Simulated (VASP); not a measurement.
Output of a VASP run:

File OSZICAR:
```
       N       E                     dE             d eps       ncg     rms          rms(c)
DAV:   1     0.382038289998E+03    0.38204E+03   -0.24924E+04  2960   0.158E+03
DAV:   2    -0.305322460674E+02   -0.41257E+03   -0.39885E+03  3176   0.370E+02
DAV:   3    -0.811738350316E+02   -0.50642E+02   -0.50202E+02  3345   0.133E+02
DAV:   4    -0.829068381340E+02   -0.17330E+01   -0.17289E+01  3641   0.255E+01
DAV:   5    -0.829337206870E+02   -0.26883E-01   -0.26875E-01  3604   0.318E+00    0.132E+01
DAV:   6    -0.756299768122E+02    0.73037E+01   -0.67684E+00  3813   0.584E+01    0.122E+01
DAV:   7    -0.707079289376E+02    0.49220E+01   -0.26433E+00  3195   0.129E+01    0.628E+00
DAV:   8    -0.733757614298E+02   -0.26678E+01   -0.19304E+00  3240   0.807E+00    0.251E+00
DAV:   9    -0.718678259946E+02    0.15079E+01   -0.62706E-01  3100   0.561E+00    0.128E+00
DAV:  10    -0.719174109919E+02   -0.49585E-01   -0.11381E-01  3175   0.269E+00    0.473E-01
DAV:  11    -0.719316171592E+02   -0.14206E-01   -0.23769E-02  3210   0.173E+00    0.230E-01
DAV:  12    -0.719434538031E+02   -0.11837E-01   -0.95112E-03  3215   0.718E-01    0.130E-01
DAV:  13    -0.719381762287E+02    0.52776E-02   -0.18688E-03  3299   0.394E-01    0.461E-02
DAV:  14    -0.719443394344E+02   -0.61632E-02   -0.21250E-03  3135   0.413E-01    0.289E-02
DAV:  15    -0.719445189829E+02   -0.17955E-03   -0.53825E-04  3356   0.195E-01    0.256E-02
DAV:  16    -0.719445843066E+02   -0.65324E-04   -0.60645E-05  3713   0.754E-02    0.135E-02
DAV:  17    -0.719446319702E+02   -0.47664E-04   -0.21280E-05  3320   0.391E-02    0.113E-02
DAV:  18    -0.719446352476E+02   -0.32773E-05   -0.20897E-06  3454   0.162E-02    0.381E-03
DAV:  19    -0.719446690657E+02   -0.33818E-04   -0.15295E-05  3145   0.286E-02    0.143E-03
DAV:  20    -0.719446696889E+02   -0.62320E-06   -0.12525E-06  3550   0.987E-03    0.177E-03
DAV:  21    -0.719446695950E+02    0.93896E-07   -0.41180E-08  2019   0.250E-03
   1 F= -.71944670E+02 E0= -.71944670E+02  d E =0.000000E+00
       N       E                     dE             ncg
       N       E                     dE             ncg
```

OUTCAR:
```
------------------------ aborting loop because EDIFF is reached ----------------------------------------
  FORCE on cell =-STRESS in cart. coord.  units (eV):
  Direction    XX          YY          ZZ          XY          YZ          ZX
  --------------------------------------------------------------------------------------
  Total        0.0187935     -0.0287973     -0.0071342      0.0000000      0.0000000      0.0073477
  in kB        0.1857692     -0.2846544     -0.0705201      0.0000000      0.0000000      0.0726300
  external PRESSURE =      -0.0564685 kB  Pullay stress =       0.0000000 kB
  volume of cell :      162.09
      direct lattice vectors                 reciprocal lattice vectors
     6.300712667  0.000000000 -0.000092894     0.158712207  0.000000000  0.000127294
     0.000000000  3.850418524  0.000000000     0.000000000  0.259712027  0.000000000
    -0.005358503  0.000000000  6.681073568     0.000002207  0.000000000  0.149676545
 POSITION                                       TOTAL-FORCE (eV/Angst)
 -----------------------------------------------------------------------------------
      3.15119      0.00000      4.45300         0.009196      0.000000      0.000304
      3.14217      1.92521      1.11462        -0.003601      0.000000     -0.004783
      6.29164      1.92521      5.58886        -0.004701      0.000000     -0.010526
      6.29065      0.00000      2.20316        -0.002274      0.000000      0.009037
      0.71205      0.00000      4.44573         0.009493      0.000000      0.001784
      0.80042      1.92521      1.11821        -0.016008      0.000000     -0.002016
      3.96616      1.92521      5.63229         0.007892      0.000000      0.015056
      3.95293      0.00000      2.16735         0.000003      0.000000     -0.008857
 -----------------------------------------------------------------------------------
    total drift:                               -0.136629     -0.000000     -0.018301
  FREE ENERGIE OF THE ION-ELECTRON SYSTEM (eV)
  ---------------------------------------------------
  free  energy   TOTEN  =       -71.9446695950 eV

  energy  without entropy=      -71.9446695950  energy(sigma->0) =      -71.94466960

 total charge

# of ion       s       p       d       tot
------------------------------------------
    1        0.160   0.155   0.040   0.356
    2        0.498   0.478   9.819  10.795
    3        0.494   0.464   9.818  10.776
    4        0.493   0.460   9.816  10.770
    5        1.302   2.481   0.000   3.783
    6        1.302   2.458   0.000   3.761
    7        1.300   2.524   0.000   3.824
    8        1.301   2.489   0.000   3.790
--------------------------------------------------
tot          6.851  11.510  29.493  47.854

 Electric field gradients after diagonalization (V/A^2)
 (convention: |V_zz| > |V_xx| > |V_yy|)
----------------------------------------------------------------------
 ion       V_xx      V_yy      V_zz     asymmetry (V_yy - V_xx)/ V_zz
----------------------------------------------------------------------
   1      -1.703    -0.618     2.321       0.467
   2      -4.452    -0.202     4.654       0.913
   3       2.078     1.653    -3.730       0.114
   4       2.004     1.650    -3.654       0.097
   5      21.519    19.191   -40.710       0.057
   6       0.964     0.157    -1.121       0.719
   7      41.242     3.910   -45.152       0.827
   8      22.107    21.406   -43.513       0.016
```
(Selected blocks of OUTCAR.)

**POSCAR**
```
MgZn3S4
1
    6.3007126669     0.0000000000    -0.0000928936
    0.0000000000     3.8504185236     0.0000000000
   -0.0053585027     0.0000000000     6.6810735683
Mg Zn S
1 3 4
Direct
  0.5006983794   0.0000000000   0.6665163578
  0.4988425150   0.5000000000   0.1668390912
  0.9992717128   0.5000000000   0.8365357897
  0.9986836928   0.0000000000   0.3297751383
  0.1135765498   0.0000000000   0.6654223397
  0.1271787198   0.5000000000   0.1673712662
  0.6301944684   0.5000000000   0.8430298342
  0.6276539622   0.0000000000   0.3244101830
```

Q: Reconstruct the remaining input files.

A: Several could match; the one computed here: the input of the run itself, r2SCAN meta-GGA, plane waves, VASP's PBE PAW potentials (set 64).

### INCAR
```
LEFG = .TRUE.
NELM = 100   # most electronic steps
SYSTEM = MgZn3S4
LMAXMIX = 4   # l cut-off of mixed one-centre charges
NEDOS = 601
LORBIT = 11   # lm-projected
LMIXTAU = .TRUE.
METAGGA = R2SCAN
ISIF = 2   # forces and stress, cell fixed
EDIFF = 1E-7
LWAVE = .FALSE.
ISMEAR = -5   # tetrahedra, Bloechl
ALGO = Normal   # blocked Davidson
PREC = Accurate
LCHARG = .FALSE.
LREAL = .FALSE.   # projection in real space or not
LASPH = .TRUE.   # aspherical one-centre terms
ENCUT = 400
```

**KPOINTS_OPT**
```
k-points along high-symmetry lines
6
Line-mode
Reciprocal
  0.000000   0.000000   0.000000 ! GAMMA
  0.000000   0.500000   0.000000 ! Z

  0.000000   0.500000   0.000000 ! Z
  0.000000   0.500000   0.500000 ! D

  0.000000   0.500000   0.500000 ! D
  0.000000   0.000000   0.500000 ! B

  0.000000   0.000000   0.500000 ! B
  0.000000   0.000000   0.000000 ! GAMMA

  0.000000   0.000000   0.000000 ! GAMMA
 -0.500000   0.000000   0.500000 ! A

 -0.500000   0.000000   0.500000 ! A
 -0.500000   0.500000   0.500000 ! E

 -0.500000   0.500000   0.500000 ! E
  0.000000   0.500000   0.000000 ! Z

  0.000000   0.500000   0.000000 ! Z
 -0.500000   0.500000   0.000000 ! C_2

 -0.500000   0.500000   0.000000 ! C_2
 -0.500000   0.000000   0.000000 ! Y_2

 -0.500000   0.000000   0.000000 ! Y_2
  0.000000   0.000000   0.000000 ! GAMMA
```

**KPOINTS**
```
Automatic mesh
0
Gamma
4 7 4
0 0 0
```

POTCAR, in this order: Mg Zn S (PBE.64 set). Program: vasp_std.

The structure comes from a computed database's MgZn3S4 entry (Pm); how it stands against other phases isn't given here. It was relaxed first.
